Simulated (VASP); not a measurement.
Input of a VASP 6.6.1 run:

Contents of INCAR:

```
SYSTEM = Ta
  ALGO = Fast
  EDIFF = 1E-7
  EDIFFG = -0.002
  ENCUT = 520
  GGA = PE
  IBRION = 2
  ISIF = 3
  ISMEAR = 0
  LASPH = .TRUE.
  LCHARG = .FALSE.
  LREAL = .FALSE.
  LWAVE = .FALSE.
  NELM = 100
  NSW = 80
  PREC = Accurate
  SIGMA = 0.1
```

File KPOINTS:

```
k-points
0
G
  18 18 18
  0 0 0
```

Contents of POSCAR:

```
Ta
1.0
   -1.6512800000      1.6512800000      1.6512800000
    1.6512800000     -1.6512800000      1.6512800000
    1.6512800000      1.6512800000     -1.6512800000
Ta
1
Direct
    0.0000000000      0.0000000000      0.0000000000
```

Potentials or basis: VASP PAW PBE potentials, release 64 (Ta_pv).

Run with:

```console
$ cat potpaw_PBE.64/Ta_pv/POTCAR > POTCAR
$ mpirun -np 1 vasp_std > vasp.out
```

(1) Estimate the band gap on the k mesh.

(2) What does it give for the relaxed cell?

Answers

(1) none (metal or under the smearing width).

(2) a = 2.875 Å, b = 2.875 Å, c = 2.875 Å, α = 109.47°, β = 109.47°, γ = 109.47°.
